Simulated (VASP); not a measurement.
# Ag (Silver): cell size and functional

Which functional gives which lattice for Ag (Silver)? The starting structure is a measured crystal structure from the Crystallography Open Database.

Program: VASP 6.6.1. Level of theory: Kohn-Sham DFT with plane waves and PAW; PBEsol, r2SCAN, PBE and LDA. Results are calculated unless marked as measured.

## 1. Starting point

The structure is cubic, space group Fm-3m (No. 225). The conventional cell has a = 4.086 Å, b = 4.086 Å, c = 4.086 Å, α = 90.00°, β = 90.00°, γ = 90.00°. Nearest to Ag lie 12 Ag at 2.89 Å.

## 2. Relaxation with PBEsol

PBEsol restores the gradient expansion of exchange and is tuned for the cells of solids. This run starts from the cell of an earlier relaxation, which isn't shown; the restart sets up the plane waves anew.

INCAR

```
SYSTEM = Ag
PREC = Accurate
ENCUT = 520
EDIFF = 1E-07
NELM = 100
ISMEAR = 1
SIGMA = 0.15
LREAL = .FALSE.
ALGO = Normal
GGA = PS
NBANDS = 11
LASPH = .TRUE.
LORBIT = 11
LWAVE = .FALSE.
LCHARG = .FALSE.
KPAR = 4
IBRION = 2
NSW = 50
ISIF = 3
EDIFFG = -0.005
```

POSCAR

```
Ag
1.0
    0.0000000000      2.0258190159      2.0258190159
    2.0258190159      0.0000000000      2.0258190159
    2.0258190159      2.0258190159      0.0000000000
Ag
1
Direct
    0.0000000000      0.0000000000      0.0000000000
```

KPOINTS

```
Automatic mesh
0
Gamma
20 20 20
0 0 0
```

Potentials, in the order of the species: Ag (PBE family, release 64).

Run with:

```
$ mpirun -np 4 vasp_std
```

What it wrote:

```text
[banner, memory and clock lines left out]
running    4 mpi-ranks, on    1 nodes
 distrk:  each k-point on    1 cores,    4 groups
 distr:  one band on    1 cores,    1 groups

 POSCAR found type information on POSCAR Ag
 POSCAR found :  1 types and       1 ions
|                                                                             |
|               ----> ADVICE to this user running VASP <----                  |
|                                                                             |
|     You enforced a specific xc type in the INCAR file but a different       |
|     [... a line on the potential file left out ...]
|     I HOPE YOU KNOW WHAT YOU ARE DOING!                                     |
|                                                                             |

 LDA part: xc-table for (Slater+PW92), standard interpolation
 POSCAR, INCAR and KPOINTS ok, starting setup
 FFT: planning ... GRIDC
 FFT: planning ... GRID_SOFT
 FFT: planning ... GRID
 WAVECAR not read
 entering main loop
       N       E                     dE             d eps       ncg     rms          rms(c)
DAV:   1     0.485133180922E+02    0.48513E+02   -0.56078E+03  5720   0.908E+02
DAV:   3    -0.366813980064E+01   -0.66814E+00   -0.66739E+00  6428   0.247E+01
DAV:   4    -0.366992900825E+01   -0.17892E-02   -0.17891E-02  6112   0.132E+00
DAV:   5    -0.366994250155E+01   -0.13493E-04   -0.13493E-04  6433   0.107E-01    0.592E+00
DAV:   6    -0.332666981534E+01    0.34327E+00   -0.14492E+00  5953   0.114E+01    0.352E+00
DAV:   7    -0.331570647238E+01    0.10963E-01   -0.12292E-02  6358   0.107E+00    0.198E+00
DAV:   8    -0.331144904463E+01    0.42574E-02   -0.75738E-04  6091   0.203E-01    0.942E-02
DAV:   9    -0.331145737199E+01   -0.83274E-05   -0.10731E-05  6382   0.264E-02    0.166E-02
DAV:  10    -0.331145948383E+01   -0.21118E-05   -0.23219E-06  6231   0.133E-02    0.414E-03
DAV:  11    -0.331145928382E+01    0.20002E-06   -0.73952E-08  3914   0.247E-03    0.532E-04
DAV:  12    -0.331145925165E+01    0.32167E-07   -0.66106E-09  3164   0.742E-04
   1 F= -.33114593E+01 E0= -.33115145E+01  d E =-.331146E+01
 curvature:   0.00 expect dE= 0.000E+00 dE for cont linesearch  0.000E+00
 trial: gam= 0.00000 g(F)=  0.000E+00 g(S)=  0.628E-06 ort = 0.000E+00 (trialstep = 0.100E+01)
 search vector abs. value=  0.628E-06
 reached required accuracy - stopping structural energy minimisation
```

Elapsed: 4.8 s, on 4 MPI ranks of Intel Xeon 6975P-C (Granite Rapids), shared host; peak memory 0.63 GiB.

Lines that name or quote the potential files are left out of all logs, and their timing lines are given in words.

OUTCAR, selected parts (step 2):

```text
ion  position               nearest neighbor table
   1  0.000  0.000  0.000-

  LATTYP: Found a face centered cubic cell.
 ALAT       =     4.0516380318

 Subroutine GETGRP returns: Found 48 space group operations
 (whereof 48 operations were pure point group operations)

The static configuration has the point symmetry O_h .

 Found    256 irreducible k-points:

   k-points           NKPTS =    256   k-points in BZ     NKDIM =    256   number of bands    NBANDS=     11

   dimension x,y,z NGX =    24 NGY =   24 NGZ =   24
   dimension x,y,z NGXF=    48 NGYF=   48 NGZF=   48

   ENCUT  =  520.0 eV  38.22 Ry    6.18 a.u.   5.33  5.33  5.33*2*pi/ulx,y,z

   NELECT =      11.0000    total number of electrons

 k-points in reciprocal lattice and weights: Automatic mesh
   0.00000000  0.00000000  0.00000000       0.000
   0.05000000  0.00000000  0.00000000       0.001
   0.10000000  0.00000000  0.00000000       0.001
   0.15000000  0.00000000  0.00000000       0.001
   0.20000000  0.00000000  0.00000000       0.001
   0.25000000  0.00000000  0.00000000       0.001
   0.30000000  0.00000000  0.00000000       0.001
   0.35000000  0.00000000  0.00000000       0.001
   0.40000000  0.00000000  0.00000000       0.001
[...]
-0.30000000  0.50000000  0.20000000       0.002
  -0.25000000  0.50000000  0.25000000       0.001

 average (electrostatic) potential at core
       1 -70.4488

 E-fermi :   8.5675

 k-point     1 :       0.0000    0.0000    0.0000
  band No.  band energies     occupation
    ...
      2       3.7231      2.00000
      3       3.7231      2.00000
      4       3.7231      2.00000
      5       4.8175      2.00000
      6       4.8175      2.00000
      7      24.6228      0.00000
      8      28.3441      0.00000
      9      28.3441      0.00000
     10      28.3441      0.00000
     11      33.2275      0.00000

 k-point     2 :       0.0500    0.0000    0.0000
  band No.  band energies     occupation
    ...
      2       3.7033      2.00000
      3       3.7462      2.00000
      4       3.7462      2.00000
      5       4.8083      2.00000
      6       4.8083      2.00000
      7      24.6509      0.00000
      8      27.6431      0.00000
      9      28.3844      0.00000
     10      28.3844      0.00000
     11      33.4311      0.00000

 k-point     3 :       0.1000    0.0000    0.0000
  band No.  band energies     occupation
    ...
      2       3.6537      2.00000
      3       3.8082      2.00000
      4       3.8082      2.00000
      5       4.7880      2.00000
      6       4.7880      2.00000
      7      24.5745      0.00000
      8      26.3077      0.00000
      9      28.4898      0.00000
     10      28.4898      0.00000
     11      32.7424      0.00000

  Total        0.0020823      0.0020823      0.0020823      0.0000000      0.0000000      0.0000000
  in kB        0.2006391      0.2006391      0.2006391      0.0000000      0.0000000      0.0000000
  external PRESSURE =       0.2006391 kB  Pullay stress =       0.0000000 kB

  energy-cutoff  :      520.00
  volume of cell :       16.63
      direct lattice vectors                 reciprocal lattice vectors
     0.000000000  2.025819016  2.025819016    -0.246813756  0.246813756  0.246813756
     2.025819016  0.000000000  2.025819016     0.246813756 -0.246813756  0.246813756
     2.025819016  2.025819016  0.000000000     0.246813756  0.246813756 -0.246813756

 POSITION                                       TOTAL-FORCE (eV/Angst)
 -----------------------------------------------------------------------------------
      0.00000      0.00000      0.00000         0.000000      0.000000      0.000000
 -----------------------------------------------------------------------------------
    total drift:                                0.000000     -0.000000     -0.000000

  FREE ENERGIE OF THE ION-ELECTRON SYSTEM (eV)
  ---------------------------------------------------
  free  energy   TOTEN  =        -3.3114592516 eV

  energy  without entropy=       -3.3116251180  energy(sigma->0) =       -3.31151454

 reached required accuracy - stopping structural energy minimisation

 total charge
# of ion       s       p       d       tot
------------------------------------------
    1        0.426   0.318   9.147   9.891

[... 3 further parts left out ...]
```

The log as kept lacks single lines of electronic cycles.

This run has no spin polarisation. Its electron count is odd, so without a moment it is a metal by construction. The PAW data sets were made with PBE, which is usual practice but a small mismatch for other functionals. The run keeps the 48 symmetry operations of its start, so it cannot find a distortion of lower symmetry.

With PBEsol the relaxed cell holds 16.628 Å³ an atom, -2.50 % against the measured cell, with a = 4.052 Å.

## 3. Relaxation with r2SCAN

r2SCAN adds the kinetic-energy density, costs more than a GGA and is run with LASPH. This run starts from the cell of an earlier relaxation, which isn't shown; the restart sets up the plane waves anew.

Changes to INCAR since step 2:

```diff
@@ -9,5 +9,5 @@
 ALGO = Normal
-GGA = PS
+METAGGA = R2SCAN
+LASPH = .TRUE.
 NBANDS = 11
-LASPH = .TRUE.
 LORBIT = 11
```

POSCAR

```
Ag
1.0
    0.0000000000      2.0527688969      2.0527688969
    2.0527688969      0.0000000000      2.0527688969
    2.0527688969      2.0527688969      0.0000000000
Ag
1
Direct
    0.0000000000      0.0000000000      0.0000000000
```

KPOINTS is that of step 2.

Run with:

```
$ mpirun -np 4 vasp_std
```

What it wrote:

```text
[banner, memory and clock lines left out]
running    4 mpi-ranks, on    1 nodes
[...]
[... a notice as in an earlier step ...]

 LDA part: xc-table for (None), standard interpolation
 POSCAR, INCAR and KPOINTS ok, starting setup
[...]
entering main loop
       N       E                     dE             d eps       ncg     rms          rms(c)
DAV:   1     0.302334064954E+02    0.30233E+02   -0.56019E+03  5672   0.922E+02
DAV:   2    -0.240808648655E+02   -0.54314E+02   -0.51562E+02  6280   0.203E+02
DAV:   3    -0.248248475546E+02   -0.74398E+00   -0.74347E+00  6475   0.263E+01
DAV:   4    -0.248279677896E+02   -0.31202E-02   -0.31201E-02  6292   0.169E+00
[...]
DAV:  12    -0.213601670185E+02    0.21599E-05   -0.12726E-05  6538   0.378E-02    0.159E-03
DAV:  13    -0.213601671682E+02   -0.14973E-06   -0.48727E-07  6119   0.689E-03    0.104E-03
DAV:  14    -0.213601671470E+02    0.21228E-07   -0.24690E-07  5154   0.505E-03
   1 F= -.21360167E+02 E0= -.21360210E+02  d E =-.213602E+02
[...]
reached required accuracy - stopping structural energy minimisation
```

Wall time 21 s (4 MPI ranks); peak memory 0.66 GiB.

Parts of OUTCAR (step 3):

```text
  Total       -0.0011883     -0.0011883     -0.0011883     -0.0000000     -0.0000000      0.0000000
  in kB       -0.1100510     -0.1100510     -0.1100510     -0.0000000     -0.0000000      0.0000000
  external PRESSURE =      -0.1100510 kB  Pullay stress =       0.0000000 kB

 POSITION                                       TOTAL-FORCE (eV/Angst)
 -----------------------------------------------------------------------------------
      0.00000      0.00000      0.00000         0.000000      0.000000      0.000000
 -----------------------------------------------------------------------------------
    total drift:                               -0.000000      0.000000      0.000000

  FREE ENERGIE OF THE ION-ELECTRON SYSTEM (eV)
  ---------------------------------------------------
  free  energy   TOTEN  =       -21.3601671470 eV

  energy  without entropy=      -21.3602944543  energy(sigma->0) =      -21.36020958

[... 2 parts as in an earlier step ...]

[... 2 further parts left out ...]
[key lines of the parts left out:]
E-fermi :   8.2285
```

With r2SCAN the relaxed cell holds 17.300 Å³ an atom, +1.44 % against the measured cell, with a = 4.106 Å. That is +4.04 % from PBEsol.

## 4. Relaxation with PBE

PBE, the usual starting point, adds the gradient of the density. This run starts from the cell of an earlier relaxation, which isn't shown; the restart sets up the plane waves anew.

Changes to INCAR since step 3:

```diff
@@ -9,5 +9,5 @@
 ALGO = Normal
-METAGGA = R2SCAN
+GGA = PE
+NBANDS = 11
 LASPH = .TRUE.
-NBANDS = 11
 LORBIT = 11
```

POSCAR

```
Ag
1.0
    0.0000000000      2.0729705973      2.0729705973
    2.0729705973      0.0000000000      2.0729705973
    2.0729705973      2.0729705973      0.0000000000
Ag
1
Direct
    0.0000000000      0.0000000000      0.0000000000
```

KPOINTS is that of step 3.

Run with:

```
$ mpirun -np 4 vasp_std
```

What it wrote:

```text
[banner, memory and clock lines left out]
running    4 mpi-ranks, on    1 nodes
[...]
LDA part: xc-table for (Slater+PW92), standard interpolation
 POSCAR, INCAR and KPOINTS ok, starting setup
[...]
entering main loop
       N       E                     dE             d eps       ncg     rms          rms(c)
DAV:   1     0.498928628823E+02    0.49893E+02   -0.55772E+03  5728   0.900E+02
DAV:   2    -0.229145006528E+01   -0.52184E+02   -0.49162E+02  6210   0.197E+02
DAV:   3    -0.295938665963E+01   -0.66794E+00   -0.66760E+00  6381   0.246E+01
DAV:   4    -0.296130333053E+01   -0.19167E-02   -0.19166E-02  6184   0.136E+00
[...]
DAV:  10    -0.272017719692E+01   -0.54576E-05   -0.42414E-06  6137   0.212E-02    0.383E-03
DAV:  11    -0.272017689077E+01    0.30615E-06   -0.85769E-08  4738   0.270E-03    0.667E-04
DAV:  12    -0.272017683541E+01    0.55358E-07   -0.87623E-09  3215   0.860E-04
   1 F= -.27201768E+01 E0= -.27202234E+01  d E =-.272018E+01
[...]
reached required accuracy - stopping structural energy minimisation
```

Elapsed: 4.6 s, on 4 MPI ranks; peak memory 0.66 GiB.

OUTCAR, selected parts (step 4):

```text
  Total       -0.0026060     -0.0026060     -0.0026060     -0.0000000     -0.0000000     -0.0000000
  in kB       -0.2343550     -0.2343550     -0.2343550     -0.0000000     -0.0000000     -0.0000000
  external PRESSURE =      -0.2343550 kB  Pullay stress =       0.0000000 kB

 POSITION                                       TOTAL-FORCE (eV/Angst)
 -----------------------------------------------------------------------------------
      0.00000      0.00000      0.00000         0.000000     -0.000000      0.000000
 -----------------------------------------------------------------------------------
    total drift:                                0.000000      0.000000     -0.000000

  FREE ENERGIE OF THE ION-ELECTRON SYSTEM (eV)
  ---------------------------------------------------
  free  energy   TOTEN  =        -2.7201768354 eV

  energy  without entropy=       -2.7203164466  energy(sigma->0) =       -2.72022337

[... 2 parts as in an earlier step ...]

[... 2 further parts left out ...]
[key lines of the parts left out:]
E-fermi :   7.8290
```

With PBE the relaxed cell holds 17.816 Å³ an atom, +4.47 % against the measured cell, with a = 4.146 Å. That is +7.15 % from PBEsol.

## 5. Relaxation with LDA

LDA, the lowest rung, knows the local density alone. This run starts from the cell of an earlier relaxation, which isn't shown; the restart sets up the plane waves anew.

Changes to INCAR since step 4:

```diff
@@ -9,3 +9,3 @@
 ALGO = Normal
-GGA = PE
+GGA = CA
 NBANDS = 11
```

POSCAR

```
Ag
1.0
    0.0000000000      2.0013773783      2.0013773783
    2.0013773783      0.0000000000      2.0013773783
    2.0013773783      2.0013773783      0.0000000000
Ag
1
Direct
    0.0000000000      0.0000000000      0.0000000000
```

KPOINTS is that of step 4.

Potentials, in the order of the species: Ag (LDA family, release 64).

Run with:

```
$ mpirun -np 4 vasp_std
```

What it wrote:

```text
[banner, memory and clock lines left out]
running    4 mpi-ranks, on    1 nodes
[...]
LDA part: xc-table for (Slater(with rela. corr.)+CA(PZ))
 , standard interpolation
 POSCAR, INCAR and KPOINTS ok, starting setup
[...]
entering main loop
       N       E                     dE             d eps       ncg     rms          rms(c)
DAV:   1     0.493432332948E+02    0.49343E+02   -0.55825E+03  5712   0.908E+02
DAV:   2    -0.339809635636E+01   -0.52741E+02   -0.49715E+02  6289   0.201E+02
DAV:   3    -0.411270764175E+01   -0.71461E+00   -0.71425E+00  6427   0.255E+01
DAV:   4    -0.411477879813E+01   -0.20712E-02   -0.20711E-02  6151   0.141E+00
[...]
DAV:   9    -0.378415813037E+01   -0.12702E-04   -0.70749E-06  6295   0.203E-02    0.146E-02
DAV:  10    -0.378415751822E+01    0.61215E-06   -0.18925E-06  6222   0.111E-02    0.327E-03
DAV:  11    -0.378415749875E+01    0.19465E-07   -0.36992E-08  3827   0.167E-03
   1 F= -.37841575E+01 E0= -.37841937E+01  d E =-.378416E+01
[...]
reached required accuracy - stopping structural energy minimisation
```

Elapsed: 3.8 s, on 4 MPI ranks; peak memory 0.6 GiB.

OUTCAR, selected parts (step 5):

```text
  Total        0.0026833      0.0026833      0.0026833     -0.0000000      0.0000000      0.0000000
  in kB        0.2681440      0.2681440      0.2681440     -0.0000000      0.0000000      0.0000000
  external PRESSURE =       0.2681440 kB  Pullay stress =       0.0000000 kB

 POSITION                                       TOTAL-FORCE (eV/Angst)
 -----------------------------------------------------------------------------------
      0.00000      0.00000      0.00000         0.000000      0.000000      0.000000
 -----------------------------------------------------------------------------------
    total drift:                               -0.000000      0.000000     -0.000000

  FREE ENERGIE OF THE ION-ELECTRON SYSTEM (eV)
  ---------------------------------------------------
  free  energy   TOTEN  =        -3.7841574988 eV

  energy  without entropy=       -3.7842661552  energy(sigma->0) =       -3.78419372

[... 2 parts as in an earlier step ...]

[... 2 further parts left out ...]
[key lines of the parts left out:]
E-fermi :   9.0445
```

With LDA the relaxed cell holds 16.033 Å³ an atom, -5.99 % against the measured cell, with a = 4.003 Å. That is -3.58 % from PBEsol.

## 6. The runs compared

| level | volume (Å³/atom) | against the measured cell (%) | a (Å) | pressure left (GPa) | core minutes |
| --- | --- | --- | --- | --- | --- |
| PBEsol | 16.628 | -2.5 | 4.0516 | 0.02 | 1.43 |
| r2SCAN | 17.3 | 1.44 | 4.1055 | -0.01 | 4.47 |
| PBE | 17.816 | 4.47 | 4.1459 | -0.02 | 1.37 |
| LDA | 16.033 | -5.99 | 4.0028 | 0.03 | 1.4 |

Core minutes are wall time times ranks, summed over the relaxations behind a row (those for a bulk modulus apart), on shared hosts.

## 7. Summary of results

* volume, PBEsol: 16.63 Å³/atom
* volume, r2SCAN: 17.30 Å³/atom
* volume, PBE: 17.82 Å³/atom
* volume, LDA: 16.03 Å³/atom

In words: Across 4 levels the volume of Ag (Silver) spans 11.1 %, from 16.03 Å³ an atom (LDA) to 17.82 Å³ (PBE). Against the measured volume of the starting structure, r2SCAN comes nearest (+1.4 %) and LDA lies farthest (-6.0 %). The measured cell holds zero-point expansion and, unless it was taken cold, thermal expansion, which the runs lack, so small differences decide nothing. All runs keep the symmetry of the start, so they can't find a distortion of lower symmetry.

[Lines on the potential files, build, host, timing and source positions are cut from VASP's logs without a mark.]

[Logs are printed without paths, hosts, clocks, repeated set-up lines and the standing remarks that a program may print on its own settings, such as how far it seeks lower states.]

[Hosts, paths, dates, database ids (printed as entryN), source tags and the programs' standing remarks are cut or masked in the printed files.]
